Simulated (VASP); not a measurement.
Here is the system:

```
CELL_PARAMETERS angstrom
      2.65291     0.00000     0.00000
      0.00000     2.65291     0.00000
      0.00000     0.00000     3.66780
ATOMIC_POSITIONS crystal
  Fe 0.00000 0.00000 0.00000
  Pt 0.50000 0.50000 0.50000
```
Starting moments (μB, in the order of the record's atoms Fe Pt): 2.9 0.3.

These are PBE GGA, VASP's PBE PAW potentials (set 64) (plane waves; VASP 6.6.1) values and carry that method's errors. Numerical set-up: 480 eV cut-off, 12×12×10 Γ-centred mesh, first-order Methfessel-Paxton smearing of 0.10 eV, potentials Fe Pt.

Unless said otherwise, spin-orbit coupling is left out, though it shifts the bands of the heavy elements here.

**Question.** Estimate the cell moment, energy per atom (σ→0), pressure, band gap (on the k-mesh) with the smallest direct gap where there is one.

**Answer.** 
```yaml
band gap (on the k-mesh): none (metal, semimetal or under 0.01 eV)
cell_moment: 3.13 μB
energy per atom (σ→0): -7.337 eV/atom
pressure: 19.96 GPa
```

**Question.** Give the moment on each site (PAW-sphere projection).

**Answer.** 
```csv
site,moment (μB)
Fe1,2.79
Pt2,0.30
```

The absolute energy has meaning only against runs of the same code, potentials and settings.

The compound is FePt in the L1_0 structure. It was relaxed first under an external pressure of 20 GPa.
